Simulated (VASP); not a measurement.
Input:

```
CELL_PARAMETERS angstrom
      1.23125    -2.13258     0.00000
      1.23125     2.13258     0.00000
      0.00000     0.00000     4.29410
ATOMIC_POSITIONS crystal
  Zn 0.33333 0.66667 0.25000
  Zn 0.66667 0.33333 0.75000
```

These are LDA (Ceperley-Alder, Perdew-Zunger), VASP's LDA PAW potentials (set 64) (plane waves; VASP 6.6.1) values and carry that method's errors. Settings: 500 eV cut-off, 17×17×9 Γ-centred mesh, first-order Methfessel-Paxton smearing of 0.10 eV, potentials Zn.

Q: The ions, cell shape and volume at an external pressure of 30.0 GPa are relaxed. Which structure does the run end with?

A: 
```
CELL_PARAMETERS angstrom
      1.24147    -2.15030     0.00000
      1.24147     2.15030     0.00000
      0.00000     0.00000     4.20781
ATOMIC_POSITIONS crystal
  Zn 0.33333 0.66667 0.25000
  Zn 0.66667 0.33333 0.75000
```
Space group P6_3/mmc (194), at a tolerance of 0.03 Å.

Q: How do energy and volume change from the first to the last step?

A: The energy (σ→0) changes by +3.3 meV/atom and the volume by -0.4 %, in 7 ionic steps.

```csv
step,E(σ→0) (eV),max force (eV/Å),pressure (GPa),volume (Å³)
1,-3.4066,0.000,29.87,22.55
2,-3.4090,0.000,29.58,22.52
3,-3.4079,0.000,29.71,22.51
4,-3.4074,0.000,29.61,22.51
5,-3.4076,0.000,29.55,22.51
6,-3.3872,0.000,30.75,22.40
7,-3.4000,0.000,29.98,22.47
```

The compound is Zn in the hcp structure. This run relaxes it under an external pressure of 30 GPa. Symmetry was kept, so distortions that lower it aren't found.
